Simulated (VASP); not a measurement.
All values below come from r2SCAN meta-GGA, VASP's PBE PAW potentials (set 64) (plane waves; VASP).

VASP ran on this input.

### KPOINTS_OPT
```
k-points along high-symmetry lines
6
Line-mode
Reciprocal
  0.000000   0.000000   0.000000 ! GAMMA
  0.500000   0.000000   0.000000 ! M

  0.500000   0.000000   0.000000 ! M
  0.333333   0.333333   0.000000 ! K

  0.333333   0.333333   0.000000 ! K
  0.000000   0.000000   0.000000 ! GAMMA

  0.000000   0.000000   0.000000 ! GAMMA
  0.000000   0.000000   0.500000 ! A

  0.000000   0.000000   0.500000 ! A
  0.500000   0.000000   0.500000 ! L

  0.500000   0.000000   0.500000 ! L
  0.333333   0.333333   0.500000 ! H

  0.333333   0.333333   0.500000 ! H
  0.000000   0.000000   0.500000 ! A

  0.500000   0.000000   0.500000 ! L
  0.500000   0.000000   0.000000 ! M

  0.333333   0.333333   0.500000 ! H
  0.333333   0.333333   0.000000 ! K
```

**POSCAR**
```
CsSnI3
1
    8.5347356130     0.0000000000     0.0000000000
   -4.2673678065     7.3912981805     0.0000000000
    0.0000000000     0.0000000000     7.5838584843
Cs Sn I
2 2 6
Direct
  0.3333330000   0.6666670000   0.7500000000
  0.6666670000   0.3333330000   0.2500000000
  0.0000000000   0.0000000000   0.0000000000
  0.0000000000   0.0000000000   0.5000000000
  0.1725011478   0.3450022957   0.2500000000
  0.6549977043   0.8274988522   0.2500000000
  0.1725011479   0.8274988522   0.2500000000
  0.8274988522   0.6549977043   0.7500000000
  0.3450022957   0.1725011478   0.7500000000
  0.8274988521   0.1725011478   0.7500000000
```

### KPOINTS
```
Automatic
0
gamma
4 4 4
0 0 0
```

### INCAR
```
SYSTEM = CsSnI3
PREC = Accurate; ENCUT = 400; LREAL = .FALSE.
LASPH = .TRUE.
EDIFF = 1E-7; NELM = 100; ALGO = Normal
LMAXMIX = 4; LMIXTAU = .TRUE.
ISMEAR = -5
METAGGA = R2SCAN
ISIF = 2
LWAVE = .FALSE.; LCHARG = .FALSE.; LORBIT = 11
NEDOS = 601
LEFG = .TRUE.
```

POTCAR, in this order: Cs_sv Sn_d I (PBE.64 set). Program: vasp_std.

What VASP printed:

OUTCAR:
```
 ion  position               nearest neighbor table
   1  0.333  0.667  0.750-
   2  0.667  0.333  0.250-
   3  0.000  0.000  0.000-   6 3.18   7 3.18   9 3.18  10 3.18   5 3.18   8 3.18
   4  0.000  0.000  0.500-   6 3.18   7 3.18   9 3.18  10 3.18   5 3.18   8 3.18
   5  0.173  0.345  0.250-   3 3.18   4 3.18
   6  0.655  0.827  0.250-   3 3.18   4 3.18
   7  0.173  0.827  0.250-   3 3.18   4 3.18
   8  0.827  0.655  0.750-   3 3.18   4 3.18
   9  0.345  0.173  0.750-   3 3.18   4 3.18
  10  0.827  0.173  0.750-   3 3.18   4 3.18
  LATTYP: Found a hexagonal cell.
 ALAT       =     8.5347356130
 C/A-ratio  =     0.8885873949
 Subroutine PRICEL returns:
 Original cell was already a primitive cell.
 Subroutine GETGRP returns: Found 24 space group operations
The static configuration has the point symmetry D_3d.
 The point group associated with its full space group is D_6h.
The dynamic configuration has the point symmetry D_3d.
 Subroutine INISYM returns: Found 24 space group operations
 Subroutine IBZKPT returns following result:
 Found     12 irreducible k-points:

 Following reciprocal coordinates:
            Coordinates               Weight
  0.000000  0.000000  0.000000      1.000000
  0.250000  0.000000  0.000000      6.000000
  0.500000  0.000000  0.000000      3.000000
  0.250000  0.250000  0.000000      6.000000
  0.000000  0.000000  0.250000      2.000000
  0.250000  0.000000  0.250000     12.000000
  0.500000  0.000000  0.250000      6.000000
  0.250000  0.250000  0.250000     12.000000
  0.000000  0.000000  0.500000      1.000000
  0.250000  0.000000  0.500000      6.000000
  0.500000  0.000000  0.500000      3.000000
  0.250000  0.250000  0.500000      6.000000
   k-points           NKPTS =     12   k-points in BZ     NKDIM =     12   number of bands    NBANDS=     52
   number of dos      NEDOS =    601   number of ions     NIONS =     10
   total plane-waves  NPLWV = 156800
   dimension x,y,z NGX =    56 NGY =   56 NGZ =   50
   dimension x,y,z NGXF=   112 NGYF=  112 NGZF=  100
   ions per type =               2   2   6
   PREC   = accura    normal or accurate (medium, high low for compatibility)
   ISTART =      0    job   : 0-new  1-cont  2-samecut
   ICHARG =      2    charge: 1-file 2-atom 10-const
   ISPIN  =      1    spin polarized calculation?
   LNONCOLLINEAR =      F non collinear calculations
   LSORBIT =      F    spin-orbit coupling
   INIWAV =      1    electr: 0-lowe 1-rand  2-diag
   ENCUT  =  400.0 eV  29.40 Ry    5.42 a.u.  13.92 13.92 12.37*2*pi/ulx,y,z
   NELM   =    100;   NELMIN=  2; NELMDL= -5     # of ELM steps
   EDIFF  = 0.1E-06   stopping-criterion for ELM
   LREAL  =      F    real-space projection
   NLSPLINE    = F    spline interpolate recip. space projectors
   LMAXMIX     =    4 max onsite mixed and CHGCAR
   VOSKOWN=      0    Vosko Wilk Nusair interpolation
   EDIFFG = 0.1E-05   stopping-criterion for IOM
   NSW    =      0    number of steps for IOM
   NBLOCK =      1;   KBLOCK =      1    inner block; outer block
   IBRION =     -1    ionic relax: 0-MD 1-quasi-New 2-CG
   NFREE  =      0    steps in history (QN), initial steepest desc. (CG)
   ISIF   =      2    stress and relaxation
   ISYM   =      2    0-nonsym 1-usesym 2-fastsym
   TEIN   =    0.0    initial temperature
   TEBEG  =    0.0;   TEEND  =   0.0 temperature during run
   SMASS  =  -3.00    Nose mass-parameter (am)
   PSTRESS=    0.0 pullay stress
   NELECT =      88.0000    total number of electrons
   EFERMI =   0.00;   METHOD = LEGACY
   ISMEAR =    -5;   SIGMA  =   0.20  broadening in eV -4-tet -1-fermi 0-gaus
   IALGO  =     38    algorithm
   LDIAG  =      T    sub-space diagonalisation (order eigenvalues)
   IMIX   =      4    mixing-type and parameters
...
```

**OSZICAR**
```
       N       E                     dE             d eps       ncg     rms          rms(c)
DAV:   1     0.456695702601E+03    0.45670E+03   -0.31600E+04  1280   0.128E+03
DAV:   2    -0.177211257952E+03   -0.63391E+03   -0.61816E+03  1488   0.296E+02
DAV:   3    -0.268580276732E+03   -0.91369E+02   -0.90940E+02  1448   0.134E+02
DAV:   4    -0.272649313434E+03   -0.40690E+01   -0.40530E+01  1448   0.341E+01
DAV:   5    -0.272811067079E+03   -0.16175E+00   -0.16164E+00  1872   0.660E+00    0.666E+00
DAV:   6    -0.265904042418E+03    0.69070E+01   -0.24595E+00  1540   0.112E+01    0.591E+00
DAV:   7    -0.255622777721E+03    0.10281E+02   -0.29671E+00  1292   0.657E+00    0.238E+00
DAV:   8    -0.256239967990E+03   -0.61719E+00   -0.62094E-01  1436   0.384E+00    0.599E-01
DAV:   9    -0.257175822196E+03   -0.93585E+00   -0.35843E-01  1296   0.260E+00    0.747E-01
DAV:  10    -0.257145387174E+03    0.30435E-01   -0.62169E-01  1248   0.477E+00    0.505E-01
DAV:  11    -0.257208306842E+03   -0.62920E-01   -0.38479E-01  1248   0.370E+00    0.371E-01
DAV:  12    -0.257256644580E+03   -0.48338E-01   -0.59997E-02  1264   0.144E+00    0.224E-01
DAV:  13    -0.257287479282E+03   -0.30835E-01   -0.60654E-03  1324   0.465E-01    0.106E-01
DAV:  14    -0.257312081298E+03   -0.24602E-01   -0.19834E-02  1260   0.911E-01    0.507E-02
DAV:  15    -0.257310515175E+03    0.15661E-02   -0.46736E-03  1304   0.385E-01    0.435E-02
DAV:  16    -0.257312536897E+03   -0.20217E-02   -0.35952E-04  1352   0.100E-01    0.421E-02
DAV:  17    -0.257311614932E+03    0.92196E-03   -0.81656E-04  1292   0.162E-01    0.350E-02
DAV:  18    -0.257314605085E+03   -0.29902E-02   -0.15321E-03  1264   0.232E-01    0.133E-02
DAV:  19    -0.257314658821E+03   -0.53736E-04   -0.12372E-04  1504   0.639E-02    0.105E-02
DAV:  20    -0.257314662009E+03   -0.31888E-05   -0.47689E-05  1336   0.365E-02    0.403E-03
DAV:  21    -0.257314671296E+03   -0.92865E-05   -0.30211E-05  1304   0.345E-02    0.488E-03
DAV:  22    -0.257314680198E+03   -0.89015E-05   -0.69988E-06  1300   0.169E-02    0.370E-03
DAV:  23    -0.257314678942E+03    0.12559E-05   -0.15441E-06  1352   0.750E-03    0.323E-03
DAV:  24    -0.257314680987E+03   -0.20457E-05   -0.93693E-07  1320   0.668E-03    0.124E-03
DAV:  25    -0.257314682014E+03   -0.10267E-05   -0.50529E-07  1304   0.412E-03    0.610E-04
DAV:  26    -0.257314682196E+03   -0.18173E-06   -0.80870E-08   824   0.189E-03    0.539E-04
DAV:  27    -0.257314682204E+03   -0.84256E-08   -0.15868E-08   744   0.702E-04
   1 F= -.25731468E+03 E0= -.25731468E+03  d E =0.000000E+00
       N       E                     dE             ncg
       N       E                     dE             ncg
       N       E                     dE             ncg
       N       E                     dE             ncg
       N       E                     dE             ncg
```

File OUTCAR:
```
------------------------ aborting loop because EDIFF is reached ----------------------------------------
  FORCE on cell =-STRESS in cart. coord.  units (eV):
  Direction    XX          YY          ZZ          XY          YZ          ZX
  --------------------------------------------------------------------------------------
  Total        0.0342859      0.0342859      0.0346832      0.0000000      0.0000000      0.0000000
  in kB        0.1148218      0.1148219      0.1161526      0.0000000      0.0000000      0.0000000
  external PRESSURE =       0.1152654 kB  Pullay stress =       0.0000000 kB
  volume of cell :      478.41
      direct lattice vectors                 reciprocal lattice vectors
     8.534735613  0.000000000  0.000000000     0.117168246  0.067647115  0.000000000
    -4.267367807  7.391298180  0.000000000     0.000000000  0.135294231  0.000000000
     0.000000000  0.000000000  7.583858484     0.000000000  0.000000000  0.131859001
 POSITION                                       TOTAL-FORCE (eV/Angst)
 -----------------------------------------------------------------------------------
     -0.00000      4.92753      5.68789         0.000000      0.000000      0.000000
      4.26737      2.46376      1.89596         0.000000      0.000000      0.000000
      0.00000      0.00000      0.00000         0.000000      0.000000      0.000000
      0.00000      0.00000      3.79193         0.000000      0.000000      0.000000
     -0.00000      2.55001      1.89596        -0.000000     -0.012105      0.000000
      2.05899      6.11629      1.89596         0.010484      0.006053      0.000000
     -2.05899      6.11629      1.89596        -0.010484      0.006053      0.000000
      4.26737      4.84128      5.68789         0.000000      0.012105      0.000000
      2.20838      1.27501      5.68789        -0.010484     -0.006053     -0.000000
      6.32636      1.27501      5.68789         0.010484     -0.006053      0.000000
 -----------------------------------------------------------------------------------
    total drift:                               -0.004009      0.002314      0.000000
  FREE ENERGIE OF THE ION-ELECTRON SYSTEM (eV)
  ---------------------------------------------------
  free  energy   TOTEN  =      -257.3146822042 eV

  energy  without entropy=     -257.3146822042  energy(sigma->0) =     -257.31468220

 total charge

# of ion       s       p       d       tot
------------------------------------------
    1        1.856   4.718   0.011   6.585
    2        1.856   4.718   0.011   6.585
    3        1.424   0.597   9.981  12.003
    4        1.424   0.597   9.981  12.003
    5        1.509   2.823   0.010   4.343
    6        1.509   2.823   0.010   4.343
    7        1.509   2.823   0.010   4.343
    8        1.509   2.823   0.010   4.343
    9        1.509   2.823   0.010   4.343
   10        1.509   2.823   0.010   4.343
--------------------------------------------------
tot         15.614  27.570  20.045  63.230
```
(Selected blocks of OUTCAR.)

The structure was generated: CsSnI3 was put into the 2H-BaNiO3 type (P6_3/mmc), which need not be its known phase. It was relaxed first, which changed the volume by -10 %.
